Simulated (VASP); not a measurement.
**BN: input slips in a band-gap run and what they do**

Some runs for the gap of BN get a fault in the input on purpose. Which of them show, and how? The starting structure is a measured crystal structure from the Crystallography Open Database. Cell and atoms stay as given unless a step says otherwise.

Program: VASP 6.6.1. Level of theory: Kohn-Sham DFT with plane waves and PAW; LDA. Results are calculated unless marked as measured.

### 1. The structure

The structure is hexagonal, space group P6_3/mmc (No. 194). The conventional cell has a = 2.504 Å, b = 2.504 Å, c = 6.661 Å, α = 90.00°, β = 90.00°, γ = 120.00°. N has 3 B at 1.45 Å nearest. B has 3 N at 1.45 Å nearest. Farther neighbours and most contacts between anions are not listed.

As a file:

```cif
data_structure
_symmetry_space_group_name_H-M 'P6_3/mmc'
_symmetry_Int_Tables_number 194
_cell_length_a 2.5040
_cell_length_b 2.5040
_cell_length_c 6.6612
_cell_angle_alpha 90.000
_cell_angle_beta 90.000
_cell_angle_gamma 120.000
_cell_volume 36.17
loop_
_atom_site_label
_atom_site_type_symbol
_atom_site_symmetry_multiplicity
_atom_site_Wyckoff_symbol
_atom_site_fract_x
_atom_site_fract_y
_atom_site_fract_z
_atom_site_occupancy
N1 N 2 d 0.66667 0.33333 0.25000 1
B1 B 2 c 0.66667 0.33333 0.75000 1
```

### 2. Reference bands

Input file INCAR:

```
SYSTEM = BN
PREC = Accurate
ENCUT = 460
EDIFF = 1E-06
NELM = 100
ISMEAR = 0
SIGMA = 0.03
LREAL = .FALSE.
ALGO = Normal
GGA = CA
NBANDS = 22
LORBIT = 11
LWAVE = .FALSE.
LCHARG = .FALSE.
KPAR = 8
LASPH = .TRUE.
```

Input file POSCAR:

```
BN
1.0
    2.5039900000      0.0000000000      0.0000000000
   -1.2519950000      2.1685189508      0.0000000000
    0.0000000000      0.0000000000      6.6612000000
N B
2 2
Direct
    0.6666666667      0.3333333333      0.2500000000
    0.3333333333      0.6666666667      0.7500000000
    0.6666666667      0.3333333333      0.7500000000
    0.3333333333      0.6666666667      0.2500000000
```

Input file KPOINTS:

```
Automatic mesh
0
Gamma
10 10 4
0 0 0
```

Input file KPOINTS_OPT:

```
Line mode
10
Line-mode
Reciprocal
  0.00000000   0.00000000   0.00000000 GAMMA
  0.50000000   0.00000000   0.00000000 M

  0.50000000   0.00000000   0.00000000 M
  0.33333333   0.33333333   0.00000000 K

  0.33333333   0.33333333   0.00000000 K
  0.00000000   0.00000000   0.00000000 GAMMA

  0.00000000   0.00000000   0.00000000 GAMMA
  0.00000000   0.00000000   0.50000000 A

  0.00000000   0.00000000   0.50000000 A
  0.50000000   0.00000000   0.50000000 L

  0.50000000   0.00000000   0.50000000 L
  0.33333333   0.33333333   0.50000000 H

  0.33333333   0.33333333   0.50000000 H
  0.00000000   0.00000000   0.50000000 A

  0.50000000   0.00000000   0.50000000 L
  0.50000000   0.00000000   0.00000000 M

  0.33333333   0.33333333   0.00000000 K
  0.33333333   0.33333333   0.50000000 H
```

The projector-augmented-wave data sets are N and B (LDA family, release 64).

Launch:

```sh
mpirun -np 8 vasp_std
```

The program printed:

```text
[banner, memory and clock lines left out]
running    8 mpi-ranks, on    1 nodes
 distrk:  each k-point on    1 cores,    8 groups
 distr:  one band on    1 cores,    1 groups

 POSCAR found type information on POSCAR N B
 POSCAR found :  2 types and       4 ions
|                                                                             |
|           W    W    AA    RRRRR   N    N  II  N    N   GGGG   !!!           |
|           W    W   A  A   R    R  NN   N  II  NN   N  G    G  !!!           |
|           W    W  A    A  R    R  N N  N  II  N N  N  G       !!!           |
|           W WW W  AAAAAA  RRRRR   N  N N  II  N  N N  G  GGG   !            |
|           WW  WW  A    A  R   R   N   NN  II  N   NN  G    G                |
|           W    W  A    A  R    R  N    N  II  N    N   GGGG   !!!           |
|                                                                             |
|     For optimal performance we recommend to set                             |
|       NCORE = 2 up to number-of-cores-per-socket                            |
|     NCORE specifies how many cores store one orbital (NPAR=cpu/NCORE).      |
|     This setting can greatly improve the performance of VASP for DFT.       |
|     The default, NCORE=1 might be grossly inefficient on modern             |
|     multi-core architectures or massively parallel machines. Do your        |
|     Unfortunately you need to use the default for GW and RPA                |
|     calculations (for HF NCORE is supported but not extensively tested      |
|     yet).                                                                   |
|                                                                             |

 LDA part: xc-table for (Slater(with rela. corr.)+CA(PZ))
 , standard interpolation
 POSCAR, INCAR and KPOINTS ok, starting setup
 FFT: planning ... GRIDC
 FFT: planning ... GRID_SOFT
 FFT: planning ... GRID
 WAVECAR not read
 entering main loop
       N       E                     dE             d eps       ncg     rms          rms(c)
DAV:   1     0.329167715809E+02    0.32917E+02   -0.69206E+03  1848   0.607E+02
DAV:   2    -0.404250033034E+02   -0.73342E+02   -0.69398E+02  2320   0.166E+02
DAV:   3    -0.425235996505E+02   -0.20986E+01   -0.20859E+01  2354   0.247E+01
DAV:   4    -0.425313277026E+02   -0.77281E-02   -0.77277E-02  2024   0.169E+00
DAV:   5    -0.425313722657E+02   -0.44563E-04   -0.44563E-04  2338   0.109E-01    0.110E+01
DAV:   6    -0.390509617844E+02    0.34804E+01   -0.29105E+00  1986   0.131E+01    0.481E+00
DAV:   7    -0.386941398101E+02    0.35682E+00   -0.36341E-01  2200   0.367E+00    0.305E+00
DAV:   8    -0.385781459771E+02    0.11599E+00   -0.19385E-01  2192   0.251E+00    0.426E-01
DAV:   9    -0.385745301787E+02    0.36158E-02   -0.81845E-03  2034   0.609E-01    0.201E-01
DAV:  10    -0.385744993563E+02    0.30822E-04   -0.71587E-04  2188   0.153E-01    0.279E-02
DAV:  11    -0.385744878399E+02    0.11516E-04   -0.30400E-05  2128   0.367E-02    0.167E-02
DAV:  12    -0.385744909463E+02   -0.31065E-05   -0.29285E-06  2118   0.954E-03    0.164E-03
DAV:  13    -0.385744909644E+02   -0.18128E-07   -0.39163E-08  1122   0.132E-03
   1 F= -.38574491E+02 E0= -.38574491E+02  d E =-.128380E-31
 Start KPOINTS_OPT (optional k-point list driver)
k-point batch [1-42\90]
       N       E                     dE             ncg
DAV:   1    -0.314613770008E+02   -0.16190E+05     1856
DAV:   2    -0.304662186044E+04   -0.30152E+04     2396
DAV:   3    -0.313844533230E+04   -0.91823E+02     2354
DAV:   4    -0.313867638764E+04   -0.23106E+00     2038
DAV:   5    -0.313867722355E+04   -0.83591E-03     2288
DAV:   6    -0.313867722843E+04   -0.48793E-05     2130
DAV:   7    -0.313867722846E+04   -0.36455E-07     1858
[...]
k-point batch [85-90\90]
       N       E                     dE             ncg
DAV:   1     0.243586451773E+05   -0.49451E+04      264
DAV:   2     0.239975749933E+05   -0.36107E+03      324
DAV:   3     0.239862638723E+05   -0.11311E+02      336
DAV:   4     0.239862287310E+05   -0.35141E-01      270
DAV:   5     0.239862286019E+05   -0.12909E-03      336
DAV:   6     0.239862286012E+05   -0.68766E-06      286
```

Wall time 4 s (8 MPI ranks of AMD EPYC 9R45, shared host); peak memory 1.1 GiB.

The logs omit lines about the potential files and the build; timing stands in the text.

Parts of OUTCAR (step 2):

```text
ion  position               nearest neighbor table
   1  0.667  0.333  0.250-   4 1.45   4 1.45   4 1.45
   2  0.333  0.667  0.750-   3 1.45   3 1.45   3 1.45
   3  0.667  0.333  0.750-   2 1.45   2 1.45   2 1.45
   4  0.333  0.667  0.250-   1 1.45   1 1.45   1 1.45

  LATTYP: Found a hexagonal cell.
 ALAT       =     2.5039900000
 C/A-ratio  =     2.6602342661

 Subroutine GETGRP returns: Found 24 space group operations
 (whereof 12 operations were pure point group operations)

The static configuration has the point symmetry D_3d.
 The point group associated with its full space group is D_6h.

 Found     42 irreducible k-points:

   k-points           NKPTS =     42   k-points in BZ     NKDIM =     42   number of bands    NBANDS=     22

   dimension x,y,z NGX =    18 NGY =   18 NGZ =   48
   dimension x,y,z NGXF=    36 NGYF=   36 NGZF=   96

   ENCUT  =  460.0 eV  33.81 Ry    5.81 a.u.   4.38  4.38 11.65*2*pi/ulx,y,z

   NELECT =      16.0000    total number of electrons

 k-points in reciprocal lattice and weights: Automatic mesh
   0.00000000  0.00000000  0.00000000       0.003
   0.10000000 -0.00000000  0.00000000       0.015
   0.20000000 -0.00000000  0.00000000       0.015
   0.30000000  0.00000000  0.00000000       0.015
   0.40000000 -0.00000000  0.00000000       0.015
   0.50000000 -0.00000000  0.00000000       0.007
   0.10000000  0.10000000  0.00000000       0.015
   0.20000000  0.10000000  0.00000000       0.030
   0.30000000  0.10000000  0.00000000       0.030
[...]
0.40000000  0.20000000  0.50000000       0.015
   0.30000000  0.30000000  0.50000000       0.015

 average (electrostatic) potential at core
       1 -64.7901       2 -64.7901       3 -34.2297       4 -34.2297

 E-fermi :   2.4073

 k-point     1 :       0.0000    0.0000    0.0000
  band No.  band energies     occupation
    ...
      4      -2.0133      2.00000
      5       0.7785      2.00000
      6       0.7785      2.00000
      7       0.8143      2.00000
      8       0.8143      2.00000
      9       7.0356      0.00000
     10      12.1156      0.00000
     11      13.5511      0.00000
     12      13.5511      0.00000
     13      13.6761      0.00000
    ...

 k-point     2 :       0.1000   -0.0000    0.0000
  band No.  band energies     occupation
    ...
      4      -1.7712      2.00000
      5       0.0044      2.00000
      6       0.0359      2.00000
      7       0.4106      2.00000
      8       0.4524      2.00000
      9       7.3802      0.00000
     10      11.9996      0.00000
     11      13.3395      0.00000
     12      13.5793      0.00000
     13      14.2647      0.00000
    ...

 k-point     3 :       0.2000   -0.0000    0.0000
  band No.  band energies     occupation
    ...
      4      -1.8552      2.00000
      5      -1.8076      2.00000
      6      -1.0669      2.00000
      7      -0.4147      2.00000
      8      -0.3629      2.00000
      9       8.2698      0.00000
     10      11.4041      0.00000
     11      12.4114      0.00000
     12      12.8692      0.00000
     13      13.4778      0.00000
    ...

  Total       -1.4542966     -1.4542966     -0.3612646      0.0000000      0.0000000      0.0000000
  in kB      -64.4191920    -64.4191920    -16.0024969      0.0000000      0.0000000      0.0000000
  external PRESSURE =     -48.2802937 kB  Pullay stress =       0.0000000 kB

  energy-cutoff  :      460.00
  volume of cell :       36.17
      direct lattice vectors                 reciprocal lattice vectors
     2.503990000  0.000000000  0.000000000     0.399362617  0.230572115  0.000000000
    -1.251995000  2.168518951  0.000000000     0.000000000  0.461144229  0.000000000
     0.000000000  0.000000000  6.661200000     0.000000000  0.000000000  0.150123101

 POSITION                                       TOTAL-FORCE (eV/Angst)
 -----------------------------------------------------------------------------------
      1.25200      0.72284      1.66530         0.000000      0.000000      0.000000
     -0.00000      1.44568      4.99590        -0.000000     -0.000000      0.000000
      1.25200      0.72284      4.99590         0.000000      0.000000      0.000000
     -0.00000      1.44568      1.66530        -0.000000      0.000000      0.000000
 -----------------------------------------------------------------------------------
    total drift:                               -0.000000      0.000000      0.000000

  FREE ENERGIE OF THE ION-ELECTRON SYSTEM (eV)
  ---------------------------------------------------
  free  energy   TOTEN  =       -38.5744909644 eV

  energy  without entropy=      -38.5744909644  energy(sigma->0) =      -38.57449096

 total charge
# of ion       s       p       d       tot
------------------------------------------
    1        1.218   2.763   0.000   3.981
    2        1.218   2.763   0.000   3.981
    3        0.740   1.436   0.000   2.176
    4        0.740   1.436   0.000   2.176
--------------------------------------------------
tot          3.916   8.398   0.000  12.314

[... 3 further parts left out ...]
```

At this level the cell is under a tension of 4.8 GPa, so at these settings it is away from equilibrium.

The reference gap is 4.036 eV.

### 3. Bands with one electron missing

A slip made on purpose: one electron missing. Against step 2 the input has NELECT = 15 (also changed: NELM).

Edit INCAR of step 2 so:

```diff
@@ -4,3 +4,3 @@
 EDIFF = 1E-06
-NELM = 100
+NELM = 60
 ISMEAR = 0
@@ -16 +16,2 @@
 LASPH = .TRUE.
+NELECT = 15
```

POSCAR is that of step 2.

KPOINTS is that of step 2.

KPOINTS_OPT is that of step 2.

Launch:

```sh
mpirun -np 8 vasp_std
```

The program printed:

```text
[banner, memory and clock lines left out]
running    8 mpi-ranks, on    1 nodes
[...]
[... a notice as in an earlier step ...]

 LDA part: xc-table for (Slater(with rela. corr.)+CA(PZ))
 , standard interpolation
 POSCAR, INCAR and KPOINTS ok, starting setup
[...]
entering main loop
       N       E                     dE             d eps       ncg     rms          rms(c)
DAV:   1     0.268097812370E+02    0.26810E+02   -0.62347E+03  1848   0.542E+02
DAV:   2    -0.396851365647E+02   -0.66495E+02   -0.61878E+02  2320   0.154E+02
DAV:   3    -0.416449849585E+02   -0.19598E+01   -0.19437E+01  2354   0.230E+01
DAV:   4    -0.416524435209E+02   -0.74586E-02   -0.74582E-02  2024   0.161E+00
DAV:   5    -0.416524871105E+02   -0.43590E-04   -0.43589E-04  2338   0.104E-01BRMIX: very serious problems
 the old and the new charge density differ
 old charge density:    16.00000 new   15.00000
BRMIX: very serious problems
 the old and the new charge density differ
 old charge density:    16.00000 new   15.00000
BRMIX: very serious problems
[...]
DAV:  10    -0.399203486471E+02    0.86666E-04   -0.29380E-04  2116   0.105E-01    0.148E-02
DAV:  11    -0.399203475632E+02    0.10839E-05   -0.10560E-05  2130   0.182E-02    0.124E-02
DAV:  12    -0.399203476797E+02   -0.11648E-06   -0.50258E-06  2222   0.128E-02
   1 F= -.39920348E+02 E0= -.39919723E+02  d E =-.124840E-02
 Start KPOINTS_OPT (optional k-point list driver)
k-point batch [1-42\90]
       N       E                     dE             ncg
DAV:   1    -0.756493424819E+03   -0.15346E+05     1856
DAV:   2    -0.337264622867E+04   -0.26162E+04     2384
DAV:   3    -0.344930442339E+04   -0.76658E+02     2328
DAV:   4    -0.344954444538E+04   -0.24002E+00     2026
DAV:   5    -0.344954554278E+04   -0.10974E-02     2304
DAV:   6    -0.344954555053E+04   -0.77457E-05     2120
DAV:   7    -0.344954555059E+04   -0.59473E-07     1828
[...]
k-point batch [85-90\90]
       N       E                     dE             ncg
DAV:   1     0.220389008899E+05   -0.46204E+04      264
DAV:   2     0.217171171977E+05   -0.32178E+03      324
DAV:   3     0.217079008901E+05   -0.92163E+01      338
DAV:   4     0.217078697547E+05   -0.31135E-01      270
DAV:   5     0.217078696212E+05   -0.13352E-03      328
DAV:   6     0.217078696204E+05   -0.79656E-06      294
```

Run time: 4 s. Hardware: 8 MPI ranks; peak memory 1.1 GiB; 27 s of CPU time.

OUTCAR, selected parts (step 3):

```text
  Total       -6.6986882     -6.6986882     -9.8831755      0.0000000     -0.0000000      0.0000000
  in kB     -296.7235815   -296.7235815   -437.7829119      0.0000000     -0.0000000      0.0000000
  external PRESSURE =    -343.7433583 kB  Pullay stress =       0.0000000 kB

 POSITION                                       TOTAL-FORCE (eV/Angst)
 -----------------------------------------------------------------------------------
      1.25200      0.72284      1.66530         0.000000     -0.000000      0.000000
     -0.00000      1.44568      4.99590         0.000000      0.000000      0.000000
      1.25200      0.72284      4.99590         0.000000     -0.000000      0.000000
     -0.00000      1.44568      1.66530        -0.000000      0.000000      0.000000
 -----------------------------------------------------------------------------------
    total drift:                               -0.000000      0.000000      0.000000

  FREE ENERGIE OF THE ION-ELECTRON SYSTEM (eV)
  ---------------------------------------------------
  free  energy   TOTEN  =       -39.9203476797 eV

  energy  without entropy=      -39.9190992783  energy(sigma->0) =      -39.91972348

[... 2 parts as in an earlier step ...]

[... 1 further part left out ...]
[key lines of the parts left out:]
E-fermi :   0.6233
```

With one electron missing there is no gap to read, since by its occupations the run counts as a metal (its levels may still leave one).

### 4. Bands with a cutoff far too low

A slip made on purpose: a cutoff far too low. Against step 2 the input has ENCUT = 180 (also changed: NELM).

Edit INCAR of step 3 so:

```diff
@@ -2,3 +2,3 @@
 PREC = Accurate
-ENCUT = 460
+ENCUT = 180
 EDIFF = 1E-06
@@ -16,2 +16 @@
 LASPH = .TRUE.
-NELECT = 15
```

POSCAR is that of step 3.

KPOINTS is that of step 3.

KPOINTS_OPT is that of step 3.

Launch:

```sh
mpirun -np 8 vasp_std
```

The program printed:

```text
[... set-up lines as in an earlier step ...]
 entering main loop
       N       E                     dE             d eps       ncg     rms          rms(c)
DAV:   1     0.693945049114E+00    0.69395E+00   -0.38713E+03  2126   0.292E+02
DAV:   2    -0.364347300017E+02   -0.37129E+02   -0.35580E+02  2396   0.100E+02
DAV:   3    -0.371355005049E+02   -0.70077E+00   -0.69918E+00  2192   0.120E+01
DAV:   4    -0.371369851298E+02   -0.14846E-02   -0.14846E-02  2138   0.596E-01
[...]
DAV:  11    -0.353322143254E+02   -0.13079E-04   -0.40022E-06  2070   0.106E-02    0.534E-03
DAV:  12    -0.353322129594E+02    0.13660E-05   -0.34856E-07  1224   0.437E-03    0.789E-04
DAV:  13    -0.353322130157E+02   -0.56285E-07   -0.83534E-08  1020   0.138E-03
   1 F= -.35332213E+02 E0= -.35332213E+02  d E =-.524098E-33
 Start KPOINTS_OPT (optional k-point list driver)
k-point batch [1-42\90]
       N       E                     dE             ncg
DAV:   1    -0.160357570096E+04   -0.11713E+05     2066
DAV:   2    -0.308614719632E+04   -0.14826E+04     2356
DAV:   3    -0.311260191387E+04   -0.26455E+02     2246
DAV:   4    -0.311264687913E+04   -0.44965E-01     2084
DAV:   5    -0.311264700449E+04   -0.12536E-03     2244
DAV:   6    -0.311264700498E+04   -0.48891E-06     1818
[...]
k-point batch [85-90\90]
       N       E                     dE             ncg
DAV:   1     0.150094635726E+05   -0.33256E+04      284
DAV:   2     0.147922655836E+05   -0.21720E+03      318
DAV:   3     0.147876158910E+05   -0.46497E+01      314
DAV:   4     0.147876060832E+05   -0.98079E-02      304
DAV:   5     0.147876060516E+05   -0.31612E-04      302
DAV:   6     0.147876060514E+05   -0.12729E-06      262
```

It took 1.6 s on 8 MPI ranks; peak memory 0.7 GiB.

OUTCAR, selected parts (step 4):

```text
  Total      -32.6987011    -32.6987011    -32.6233258      0.0000000      0.0000000      0.0000000
  in kB    -1448.4142824  -1448.4142823  -1445.0754749      0.0000000      0.0000000      0.0000000
  external PRESSURE =   -1447.3013465 kB  Pullay stress =       0.0000000 kB

 POSITION                                       TOTAL-FORCE (eV/Angst)
 -----------------------------------------------------------------------------------
      1.25200      0.72284      1.66530        -0.000000     -0.000000      0.000000
     -0.00000      1.44568      4.99590        -0.000000      0.000000      0.000000
      1.25200      0.72284      4.99590         0.000000      0.000000      0.000000
     -0.00000      1.44568      1.66530        -0.000000     -0.000000      0.000000
 -----------------------------------------------------------------------------------
    total drift:                               -0.000000      0.000000      0.000000

  FREE ENERGIE OF THE ION-ELECTRON SYSTEM (eV)
  ---------------------------------------------------
  free  energy   TOTEN  =       -35.3322130157 eV

  energy  without entropy=      -35.3322130157  energy(sigma->0) =      -35.33221302

[... 1 part as in an earlier step ...]

[... 2 further parts left out ...]
[key lines of the parts left out:]
E-fermi :   2.9622
```

With a cutoff far too low the gap is 3.774 eV, -0.262 eV from the reference.

(Part 1 of 2 ends here.)

[Lines on the potential files, build, host, timing and source positions are cut from VASP's logs without a mark.]

[Logs are printed without paths, hosts, clocks, repeated set-up lines and the standing remarks that a program may print on its own settings, such as how far it seeks lower states.]

[Hosts, paths, dates, database ids (printed as entryN), source tags and the programs' standing remarks are cut or masked in the printed files.]
